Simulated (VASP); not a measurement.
Data:

```
CELL_PARAMETERS angstrom
      6.06099    -2.05421    -0.04595
      6.06099     2.05421    -0.04595
     -1.33705     0.00000     3.91216
ATOMIC_POSITIONS crystal
  Ba 0.00000 0.00000 0.00000
  Ni 0.24908 0.24908 0.78008
  Ni 0.75092 0.75092 0.21992
  As 0.65483 0.65483 0.63315
  As 0.34517 0.34517 0.36685
```

Method: PBEsol GGA, VASP's PBE PAW potentials (set 64) (plane waves; VASP). Numerical set-up: 400 eV cut-off, Gaussian smearing of 0.050 eV, potentials Ba_sv Ni As.

Task: Give the energies of bands 10 to 23 at the high-symmetry points, in eV from the Fermi level.

Result: 
```tsv
band	Γ	C	Y2	M2	D	A	V2
10	-3.50	-3.58	-3.56	-3.27	-3.31	-3.47	-3.57
11	-3.42	-3.38	-3.35	-3.26	-3.25	-3.45	-3.24
12	-3.24	-3.00	-3.29	-3.06	-2.84	-3.06	-3.17
13	-2.85	-2.37	-2.83	-2.26	-2.21	-2.32	-2.27
14	-1.72	-2.06	-1.99	-2.15	-2.20	-2.07	-2.16
15	-1.63	-2.04	-1.61	-2.13	-2.11	-2.04	-2.05
16	-1.48	-1.92	-1.10	-1.90	-1.66	-1.98	-1.97
17	-1.30	-1.70	-1.05	-1.59	-1.64	-1.62	-1.56
18	-1.19	-1.11	-1.02	-1.58	-1.19	-1.41	-1.41
19	-1.04	-0.09	-0.31	0.26	-1.11	-0.01	-0.08
20	0.37	0.03	-0.08	0.29	-1.04	0.51	0.39
21	1.43	0.89	0.53	0.58	-0.81	0.60	0.56
22	1.69	1.38	1.69	0.62	-0.65	1.07	0.85
23	2.60	2.00	1.71	2.47	4.29	1.93	2.14
```

It has no gap at this level: it comes out as a metal or semimetal.

The structure comes from a computed database's BaNi2As2 entry (C2/m); how it stands against other phases isn't given here. It was relaxed first. The run is not spin-polarised, so no magnetic state was tried.
